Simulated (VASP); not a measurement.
Output of a VASP run:

**OSZICAR**
```
...
       N       E                     dE             d eps       ncg     rms          rms(c)
DAV:   1    -0.193967546811E+03   -0.73949E-02   -0.12107E+01   712   0.602E+00    0.825E-01
RMM:   2    -0.193983686146E+03   -0.16139E-01   -0.18695E-01   680   0.753E-01    0.272E-01
RMM:   3    -0.193985304902E+03   -0.16188E-02   -0.22699E-02   680   0.284E-01    0.208E-01
RMM:   4    -0.193985285236E+03    0.19666E-04   -0.36485E-03   698   0.128E-01    0.149E-01
RMM:   5    -0.193985203377E+03    0.81859E-04   -0.10763E-03   680   0.660E-02    0.400E-02
RMM:   6    -0.193985224619E+03   -0.21242E-04   -0.22931E-04   692   0.255E-02    0.239E-02
RMM:   7    -0.193985220223E+03    0.43956E-05   -0.69574E-05   525   0.144E-02
   5 F= -.19398522E+03 E0= -.19398522E+03  d E =-.993841E-01
       N       E                     dE             d eps       ncg     rms          rms(c)
DAV:   1    -0.193985294986E+03   -0.70367E-04   -0.51544E-01   736   0.124E+00    0.169E-01
RMM:   2    -0.193985987932E+03   -0.69295E-03   -0.79382E-03   680   0.154E-01    0.568E-02
RMM:   3    -0.193986057257E+03   -0.69325E-04   -0.96479E-04   680   0.582E-02    0.433E-02
RMM:   4    -0.193986056006E+03    0.12509E-05   -0.15427E-04   678   0.259E-02    0.303E-02
RMM:   5    -0.193986053009E+03    0.29977E-05   -0.45611E-05   499   0.139E-02
   6 F= -.19398605E+03 E0= -.19398605E+03  d E =-.100217E+00
       N       E                     dE             d eps       ncg     rms          rms(c)
DAV:   1    -0.193997814858E+03   -0.11759E-01   -0.88721E+00   696   0.511E+00    0.389E-01
RMM:   2    -0.194002095980E+03   -0.42811E-02   -0.51440E-02   680   0.446E-01    0.145E-01
RMM:   3    -0.194002618347E+03   -0.52237E-03   -0.71302E-03   683   0.164E-01    0.107E-01
RMM:   4    -0.194002620833E+03   -0.24863E-05   -0.11358E-03   699   0.779E-02    0.780E-02
RMM:   5    -0.194002587353E+03    0.33480E-04   -0.35492E-04   680   0.369E-02    0.207E-02
RMM:   6    -0.194002593762E+03   -0.64093E-05   -0.81485E-05   575   0.150E-02
   7 F= -.19400259E+03 E0= -.19400259E+03  d E =-.165408E-01
       N       E                     dE             d eps       ncg     rms          rms(c)
DAV:   1    -0.194003756981E+03   -0.11696E-02   -0.77233E+00   728   0.477E+00    0.365E-01
RMM:   2    -0.194007551154E+03   -0.37942E-02   -0.45288E-02   680   0.419E-01    0.136E-01
RMM:   3    -0.194008016272E+03   -0.46512E-03   -0.62607E-03   683   0.154E-01    0.101E-01
RMM:   4    -0.194008020911E+03   -0.46391E-05   -0.10070E-03   699   0.735E-02    0.738E-02
RMM:   5    -0.194007992299E+03    0.28612E-04   -0.31628E-04   680   0.349E-02    0.196E-02
RMM:   6    -0.194007998313E+03   -0.60145E-05   -0.72801E-05   547   0.142E-02
   8 F= -.19400800E+03 E0= -.19400800E+03  d E =-.219453E-01
       N       E                     dE             d eps       ncg     rms          rms(c)
DAV:   1    -0.194009713668E+03   -0.17214E-02   -0.25499E+00   720   0.282E+00    0.262E-01
RMM:   2    -0.194011354713E+03   -0.16410E-02   -0.19512E-02   680   0.266E-01    0.922E-02
RMM:   3    -0.194011544660E+03   -0.18995E-03   -0.25771E-03   681   0.992E-02    0.611E-02
RMM:   4    -0.194011551921E+03   -0.72609E-05   -0.39755E-04   690   0.449E-02    0.456E-02
RMM:   5    -0.194011545574E+03    0.63472E-05   -0.11172E-04   672   0.220E-02    0.140E-02
RMM:   6    -0.194011548369E+03   -0.27953E-05   -0.25202E-05   445   0.911E-03
   9 F= -.19401155E+03 E0= -.19401155E+03  d E =-.355006E-02
```

**OUTCAR**
```
------------------------ aborting loop because EDIFF is reached ----------------------------------------
  FORCE on cell =-STRESS in cart. coord.  units (eV):
  Direction    XX          YY          ZZ          XY          YZ          ZX
  --------------------------------------------------------------------------------------
  Total       -9.7100184     -9.6754952     -9.7120926      0.0165012     -0.0402913     -0.0010240
  in kB      -10.2758441    -10.2393092    -10.2780391      0.0174627     -0.0426392     -0.0010836
  external PRESSURE =     -10.2643975 kB  Pullay stress =       0.0000000 kB
  volume of cell :     1513.96
      direct lattice vectors                 reciprocal lattice vectors
    11.482533193  0.000000000  0.000000000     0.087088797  0.000000000  0.000000000
     0.000000000 11.482533193  0.000000000     0.000000000  0.087088797  0.000000000
     0.000000000  0.000000000 11.482533193     0.000000000  0.000000000  0.087088797
  FREE ENERGIE OF THE ION-ELECTRON SYSTEM (eV)
  ---------------------------------------------------
  free  energy   TOTEN  =      -194.0115483694 eV

  energy  without entropy=     -194.0115483694  energy(sigma->0) =     -194.01154837

 reached required accuracy - stopping structural energy minimisation
```
(Selected blocks of OUTCAR.)

File POSCAR:
```
Zn31Se33
1
   11.4825331932     0.0000000000     0.0000000000
    0.0000000000    11.4825331932     0.0000000000
   -0.0000000000    -0.0000000000    11.4825331932
Zn Se
31 33
Direct
  0.5000000000   0.0000000000   0.0000000000
  0.7500000000   0.2500000000   0.0000000000
  0.7500000000   0.0000000000   0.2500000000
  0.0000000000   0.0000000000   0.0000000000
  0.2500000000   0.2500000000   0.0000000000
  0.5000000000   0.5000000000   0.0000000000
  0.7500000000   0.7500000000   0.0000000000
  0.2500000000   0.0000000000   0.2500000000
  0.5000000000   0.2500000000   0.2500000000
  0.7500000000   0.5000000000   0.2500000000
  0.5000000000   0.0000000000   0.5000000000
  0.7500000000   0.2500000000   0.5000000000
  0.7500000000   0.0000000000   0.7500000000
  0.0000000000   0.5000000000   0.0000000000
  0.2500000000   0.7500000000   0.0000000000
  0.0000000000   0.2500000000   0.2500000000
  0.2500000000   0.5000000000   0.2500000000
  0.5000000000   0.7500000000   0.2500000000
  0.0000000000   0.0000000000   0.5000000000
  0.2500000000   0.2500000000   0.5000000000
  0.7500000000   0.7500000000   0.5000000000
  0.2500000000   0.0000000000   0.7500000000
  0.5000000000   0.2500000000   0.7500000000
  0.7500000000   0.5000000000   0.7500000000
  0.0000000000   0.7500000000   0.2500000000
  0.0000000000   0.5000000000   0.5000000000
  0.2500000000   0.7500000000   0.5000000000
  0.0000000000   0.2500000000   0.7500000000
  0.2500000000   0.5000000000   0.7500000000
  0.5000000000   0.7500000000   0.7500000000
  0.0000000000   0.7500000000   0.7500000000
  0.6250000000   0.1250000000   0.1250000000
  0.8750000000   0.3750000000   0.1250000000
  0.8750000000   0.1250000000   0.3750000000
  0.1250000000   0.1250000000   0.1250000000
  0.3750000000   0.3750000000   0.1250000000
  0.6250000000   0.6250000000   0.1250000000
  0.8750000000   0.8750000000   0.1250000000
  0.3750000000   0.1250000000   0.3750000000
  0.6254110000   0.3791210000   0.3785040000
  0.8750000000   0.6250000000   0.3750000000
  0.6250000000   0.1250000000   0.6250000000
  0.8750000000   0.3750000000   0.6250000000
  0.8750000000   0.1250000000   0.8750000000
  0.1250000000   0.6250000000   0.1250000000
  0.3750000000   0.8750000000   0.1250000000
  0.1250000000   0.3750000000   0.3750000000
  0.3759330000   0.6266830000   0.3753560000
  0.6250000000   0.8750000000   0.3750000000
  0.1250000000   0.1250000000   0.6250000000
  0.3760700000   0.3791300000   0.6264600000
  0.4995310000   0.4975700000   0.5034010000
  0.6229020000   0.6213890000   0.6265330000
  0.8750000000   0.8750000000   0.6250000000
  0.3750000000   0.1250000000   0.8750000000
  0.6250000000   0.3750000000   0.8750000000
  0.8750000000   0.6250000000   0.8750000000
  0.1250000000   0.8750000000   0.3750000000
  0.1250000000   0.6250000000   0.6250000000
  0.3750000000   0.8750000000   0.6250000000
  0.1250000000   0.3750000000   0.8750000000
  0.3750000000   0.6250000000   0.8750000000
  0.6250000000   0.8750000000   0.8750000000
  0.1250000000   0.8750000000   0.8750000000
```

**Question.** Reconstruct the remaining input files.

**Answer.** Several could match; the one computed here: the input of the run itself, PBE GGA, plane waves, VASP's PBE PAW potentials (set 64).

**KPOINTS**
```
Automatic
0
Gamma
  1 1 1
```

INCAR:
```
SYSTEM=Zn31Se33
PREC=Normal; ENCUT=400; LREAL=Auto
LASPH=.TRUE.; ISYM=0; NELECT=568.0
EDIFF=1E-5; NELM=100; NELMIN=4
ALGO=Fast; LMAXMIX=4
ISMEAR=0; SIGMA=0.05
GGA=PE
IBRION=2; NSW=60; ISIF=2
EDIFFG=-0.03
LWAVE=.FALSE.; LCHARG=.FALSE.
```

POTCAR, in this order: Zn Se (PBE.64 set). Program: vasp_gam.

The cell is charged, with a uniform compensating background. The supercell is sampled at Γ alone, which is coarse: total energies, pressure and levels can be off, energies of defects by several tenths of an eV.

The cell is a supercell with a defect, built from ZnSe (zinc blende): Se_Zn, charge +2. The run is not spin-polarised, so no state with unpaired spins was tried.
